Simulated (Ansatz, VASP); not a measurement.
# CoPS3: VASP beside Ansatz

One calculation is typed for both programs; each brings its own data sets. How far apart do they land? The cell is taken from a series of runs on this material, whose earlier steps may have relaxed, scaled, displaced or heated it; both programs get it as it stands.

Calculated with Ansatz 0.2.0; plane waves, with VASP 6.6.1 beside it; relaxation of cell and atoms at PBEsol.

## (1) Starting point

It takes space group C2/m (No. 12, monoclinic). The conventional cell has a = 5.742 Å, b = 9.924 Å, c = 6.419 Å, α = 90.00°, β = 107.29°, γ = 90.00°. Nearest to Co lie 6 S at 2.26 Å. Nearest to P lie 3 S at 2.12 to 2.13 Å and 1 P at 2.23 Å. S has 1 P at 2.12 Å and 2 Co at 2.26 Å nearest. Nearest to S lie 1 P at 2.13 Å and 2 Co at 2.26 Å. Farther neighbours and most contacts between anions are not listed.

## (2) VASP: relaxation of cell and atoms, PBEsol

The relaxed volume is the usual yardstick between codes: in a stiff, nearly cubic crystal its relative difference is about their pressure difference at one cell divided by the bulk modulus.

Lines of VASP's logs that name or quote its potential files are left out, and so is its time.

The input, INCAR:

```
SYSTEM = CoPS3
PREC = Accurate
ENCUT = 600
EDIFF = 1E-07
NELM = 120
ISMEAR = 1
SIGMA = 0.15
LREAL = .FALSE.
ALGO = Normal
GGA = PS
NBANDS = 42
LASPH = .TRUE.
LORBIT = 11
LWAVE = .FALSE.
LCHARG = .FALSE.
ISIF = 3
IBRION = 2
NSW = 80
EDIFFG = -0.005
GGA_COMPAT = .FALSE.
NELMIN = 4
KPAR = 2
```

The input, POSCAR:

```
CoPS3
1.0
    2.8709340000     -4.9621890000      0.0026470000
    2.8709340000      4.9621890000      0.0026470000
   -1.9138810000      0.0000000000      6.1273600000
Co P S
2 2 6
Direct
    0.3329667749      0.6670330509      0.5000000001
    0.6670330509      0.3329667749      0.5000000001
    0.0608781646      0.0608781646      0.6816099774
    0.9391216613      0.9391216613      0.3183900228
    0.0734555016      0.4412740188      0.7189106746
    0.5587259268      0.9265444440      0.2810891623
    0.2954548967      0.2954548967      0.2809464209
    0.7045449291      0.7045449291      0.7190535792
    0.4412740188      0.0734555016      0.7189106746
    0.9265444440      0.5587259268      0.2810891623
```

The input, KPOINTS:

```
Automatic mesh
0
Gamma
6 6 6
0 0 0
```

The projector-augmented-wave data sets are Co, P and S (PBE family, release 64).

On the command line:

```bash
> mpirun -np 2 vasp_std
```

Numbers of over 12 decimals in the logs are rounded to 6 here.

What it wrote:

```text
[banner, memory and clock lines left out]
running    2 mpi-ranks, on    1 nodes
 distrk:  each k-point on    1 cores,    2 groups
 distr:  one band on    1 cores,    1 groups

 POSCAR found type information on POSCAR CoP S
 POSCAR found :  3 types and      10 ions
|                                                                             |
|               ----> ADVICE to this user running VASP <----                  |
|                                                                             |
|     You enforced a specific xc type in the INCAR file but a different       |
|     [... a line on the potential file left out ...]
|     I HOPE YOU KNOW WHAT YOU ARE DOING!                                     |
|                                                                             |

 LDA part: xc-table for (Slater+PW92), standard interpolation
 POSCAR, INCAR and KPOINTS ok, starting setup
 FFT: planning ... GRIDC
 FFT: planning ... GRID_SOFT
 FFT: planning ... GRID
 WAVECAR not read
 entering main loop
       N       E                     dE             d eps       ncg     rms          rms(c)
DAV:   1     0.557803691167E+03    0.55780E+03   -0.29417E+04  5712   0.163E+03
DAV:   2     0.183396614912E+02   -0.53946E+03   -0.51047E+03  5958   0.361E+02
DAV:   3    -0.564203589824E+02   -0.74760E+02   -0.70715E+02  7792   0.142E+02
DAV:   4    -0.600684278355E+02   -0.36481E+01   -0.35494E+01  7024   0.311E+01
DAV:   5    -0.602302939851E+02   -0.16187E+00   -0.16101E+00  8162   0.682E+00    0.336E+01
DAV:   6    -0.773901673596E+02   -0.17160E+02   -0.86128E+01  7836   0.131E+02    0.464E+01
DAV:   7    -0.557875186809E+02    0.21603E+02   -0.37049E+01  6992   0.129E+02    0.140E+01
DAV:   8    -0.572559361296E+02   -0.14684E+01   -0.20457E+01  8560   0.374E+01    0.111E+01
DAV:   9    -0.563609728330E+02    0.89496E+00   -0.24495E+00  8126   0.220E+01    0.249E+00
DAV:  10    -0.563648033102E+02   -0.38305E-02   -0.15099E-01  6324   0.172E+00    0.197E+00
DAV:  11    -0.563575551582E+02    0.72482E-02   -0.18398E-02  8816   0.134E+00    0.679E-01
DAV:  12    -0.563577256973E+02   -0.17054E-03   -0.50463E-03  6884   0.401E-01    0.274E-01
DAV:  13    -0.563575809256E+02    0.14477E-03   -0.22043E-04  7290   0.802E-02    0.208E-01
DAV:  14    -0.563574783647E+02    0.10256E-03   -0.31588E-04  6768   0.790E-02    0.874E-02
DAV:  15    -0.563574786822E+02   -0.31748E-06   -0.75092E-05  7970   0.377E-02    0.372E-02
DAV:  16    -0.563574795141E+02   -0.83189E-06   -0.28380E-06  7826   0.118E-02    0.388E-02
DAV:  17    -0.563574782688E+02    0.12453E-05   -0.14363E-06  8190   0.114E-02    0.184E-02
DAV:  18    -0.563574768567E+02    0.14121E-05   -0.25637E-06  7554   0.178E-02    0.969E-03
DAV:  19    -0.563574766830E+02    0.17367E-06   -0.52784E-07  5764   0.401E-03    0.588E-03
DAV:  20    -0.563574766536E+02    0.29409E-07   -0.29632E-08  2996   0.122E-03
   1 F= -.56357477E+02 E0= -.56356647E+02  d E =-.563575E+02
[...]
2 F= -.56358527E+02 E0= -.56357749E+02  d E =-.105020E-02
[...]
3 F= -.56358569E+02 E0= -.56357806E+02  d E =-.109192E-02
[...]
4 F= -.56359268E+02 E0= -.56358585E+02  d E =-.699310E-03
[...]
5 F= -.56359344E+02 E0= -.56358702E+02  d E =-.775426E-03
[...]
6 F= -.56359484E+02 E0= -.56358916E+02  d E =-.139592E-03
 trial-energy change:   -0.000140  1 .order   -0.000140   -0.000428    0.000147
 step:   0.8502(harm=  0.8522)  dis= 0.00260  next Energy=   -56.359503 (dE=-0.159E-03)
 bond charge predicted
       N       E                     dE             d eps       ncg     rms          rms(c)
DAV:   1    -0.563595042192E+02   -0.20605E-04   -0.19193E-03  7068   0.244E-01    0.453E-02
DAV:   2    -0.563595690471E+02   -0.64828E-04   -0.40026E-04  8092   0.262E-01    0.710E-02
DAV:   3    -0.563595051894E+02    0.63858E-04   -0.16052E-04  8258   0.218E-01    0.168E-02
DAV:   4    -0.563595032919E+02    0.18976E-05   -0.15988E-05  7598   0.276E-02    0.893E-03
DAV:   5    -0.563595025641E+02    0.72778E-06   -0.13331E-06  8120   0.126E-02    0.333E-03
DAV:   6    -0.563595022991E+02    0.26495E-06   -0.39898E-07  4924   0.389E-03    0.113E-03
DAV:   7    -0.563595022814E+02    0.17772E-07   -0.47608E-08  2914   0.189E-03
   7 F= -.56359502E+02 E0= -.56358915E+02  d E =-.158285E-03
 curvature:  -0.73 expect dE=-0.228E-05 dE for cont linesearch -0.761E-08
 trial: gam=-0.02714 g(F)=  0.243E-05 g(S)=  0.680E-06 ort = 0.258E-05 (trialstep = 0.109E+01)
 search vector abs. value=  0.345E-05
 reached required accuracy - stopping structural energy minimisation
```

OUTCAR, selected parts (step 2):

```text
ion  position               nearest neighbor table
   1  0.333  0.667  0.500-   5 2.26   6 2.26   9 2.26  10 2.26   8 2.26   7 2.26
   2  0.667  0.333  0.500-   9 2.26  10 2.26   5 2.26   6 2.26   8 2.26   7 2.26
   3  0.061  0.061  0.682-   5 2.12   9 2.12   8 2.13   4 2.23
   4  0.939  0.939  0.318-   6 2.12  10 2.12   7 2.13   3 2.23
   5  0.073  0.441  0.719-   3 2.12   1 2.26   2 2.26
   6  0.559  0.927  0.281-   4 2.12   1 2.26   2 2.26
   7  0.295  0.295  0.281-   4 2.13   2 2.26   1 2.26
   8  0.705  0.705  0.719-   3 2.13   2 2.26   1 2.26
   9  0.441  0.073  0.719-   3 2.12   2 2.26   1 2.26
  10  0.927  0.559  0.281-   4 2.12   2 2.26   1 2.26

  LATTYP: Found a base centered monoclinic cell.
 ALAT       =     5.7418704405
 B/A-ratio  =     1.7284224893
 C/A-ratio  =     1.1179815718
 COS(beta)  =    -0.2972643712

 Subroutine GETGRP returns: Found  4 space group operations
 (whereof  4 operations were pure point group operations)

The static configuration has the point symmetry C_2h.

 Found     68 irreducible k-points:

   k-points           NKPTS =     68   k-points in BZ     NKDIM =     68   number of bands    NBANDS=     42

   dimension x,y,z NGX =    48 NGY =   48 NGZ =   54
   dimension x,y,z NGXF=    96 NGYF=   96 NGZF=  108

   ENCUT  =  600.0 eV  44.10 Ry    6.64 a.u.  11.45 11.45 12.82*2*pi/ulx,y,z

   NELECT =      64.0000    total number of electrons

 k-points in reciprocal lattice and weights: Automatic mesh
   0.00000000  0.00000000  0.00000000       0.005
   0.16666667 -0.00000000  0.00000000       0.019
   0.33333333 -0.00000000 -0.00000000       0.019
   0.50000000  0.00000000  0.00000000       0.009
   0.16666667  0.16666667  0.00000000       0.009
   0.33333333  0.16666667 -0.00000000       0.019
   0.50000000  0.16666667 -0.00000000       0.019
  -0.33333333  0.16666667  0.00000000       0.019
  -0.16666667  0.16666667  0.00000000       0.009
[...]
-0.33333333  0.33333333  0.50000000       0.009
   0.50000000  0.50000000  0.50000000       0.005

 average (electrostatic) potential at core
       1 -81.9967       2 -81.9967       3 -83.8624       4 -83.8624       5 -86.1563
       6 -86.1563       7 -86.1734       8 -86.1734       9 -86.1563      10 -86.1563

 E-fermi :   6.6240

 k-point     1 :       0.0000    0.0000    0.0000
  band No.  band energies     occupation
    ...
     27       4.8150      2.00000
     28       5.1478      2.00000
     29       5.2254      2.00000
     30       5.2453      2.00000
     31       5.3468      2.00000
     32       6.7273      0.08820
     33       6.8924     -0.02970
     34       7.3649     -0.00000
     35       7.4784     -0.00000
     36       7.5236     -0.00000
    ...

 k-point     2 :       0.1667   -0.0000    0.0000
  band No.  band energies     occupation
    ...
     28       5.0768      2.00000
     29       5.2293      2.00000
     30       5.2733      2.00000
     31       5.5101      2.00000
     32       6.6241      0.99956
     33       6.9074     -0.02251
     34       6.9480     -0.00923
     35       7.3088     -0.00000
     36       7.8424     -0.00000
     37       8.3117     -0.00000
    ...

 k-point     3 :       0.3333   -0.0000   -0.0000
  band No.  band energies     occupation
    ...
     29       5.2746      2.00000
     30       5.3479      2.00000
     31       5.5664      2.00000
     32       6.4007      2.05628
     33       6.6110      1.14647
     34       7.1493     -0.00001
     35       7.2318     -0.00000
     36       8.2260     -0.00000
     37       8.2821     -0.00000
     38       9.2846     -0.00000
    ...

  Total        0.0099116      0.0024293     -0.0056906      0.0000000      0.0000000      0.0014785
  in kB        0.0910752      0.0223224     -0.0522895      0.0000000      0.0000000      0.0135853
  external PRESSURE =       0.0203694 kB  Pullay stress =       0.0000000 kB

  energy-cutoff  :      600.00
  volume of cell :      174.36
      direct lattice vectors                 reciprocal lattice vectors
     2.865031199 -4.954553135  0.002941678     0.174462464 -0.100917275  0.054253907
     2.865031199  4.954553135  0.002941678     0.174462464  0.100917275  0.054253907
    -1.909327635  0.000000000  6.139760643    -0.000167177  0.000000000  0.162820811

 POSITION                                       TOTAL-FORCE (eV/Angst)
 -----------------------------------------------------------------------------------
      1.91037      1.65527      3.07282         0.000000     -0.000716      0.000000
      1.91037     -1.65527      3.07282         0.000000      0.000716      0.000000
     -0.95289      0.00000      4.18144         0.001027      0.000000     -0.002432
      4.77362      0.00000      1.96421        -0.001027      0.000000      0.002432
      0.09750      1.81519      4.41920        -0.001311      0.001893     -0.000509
      3.72323      1.81519      1.72644         0.001311      0.001893      0.000509
      1.14842      0.00000      1.72310         0.002555      0.000000     -0.000261
      2.67232      0.00000      4.42254        -0.002555      0.000000      0.000261
      0.09750     -1.81519      4.41920        -0.001311     -0.001893     -0.000509
      3.72323     -1.81519      1.72644         0.001311     -0.001893      0.000509
 -----------------------------------------------------------------------------------
    total drift:                                0.000756      0.000000      0.001066

  FREE ENERGIE OF THE ION-ELECTRON SYSTEM (eV)
  ---------------------------------------------------
  free  energy   TOTEN  =       -56.3595022814 eV

  energy  without entropy=      -56.3577415860  energy(sigma->0) =      -56.35891538

 reached required accuracy - stopping structural energy minimisation

 total charge
# of ion       s       p       d       tot
------------------------------------------
    1        0.419   0.580   7.455   8.454
    2        0.419   0.580   7.455   8.454
    3        1.023   1.397   0.000   2.420
    4        1.023   1.397   0.000   2.420
    5        1.366   2.283   0.000   3.648
    6        1.366   2.283   0.000   3.648
    7        1.366   2.281   0.000   3.647
    8        1.366   2.281   0.000   3.647
    9        1.366   2.283   0.000   3.648
   10        1.366   2.283   0.000   3.648
--------------------------------------------------
tot         11.079  17.645  14.910  43.635

[... 3 further parts left out ...]
```

This run has no spin polarisation, so a moment on Co, if there is one, isn't seen. The PAW data sets were made with PBE, which is usual practice but a small mismatch for other functionals. The run keeps the 4 symmetry operations of its start, so it cannot find a distortion of lower symmetry.

[end of part 1 of 2]

[Lines on the potential files, build, host, timing and source positions are cut from VASP's logs without a mark.]

[Logs are printed without paths, hosts, clocks, repeated set-up lines and the standing remarks that a program may print on its own settings, such as how far it seeks lower states.]

[Hosts, paths, dates, database ids (printed as entryN), source tags and the programs' standing remarks are cut or masked in the printed files.]
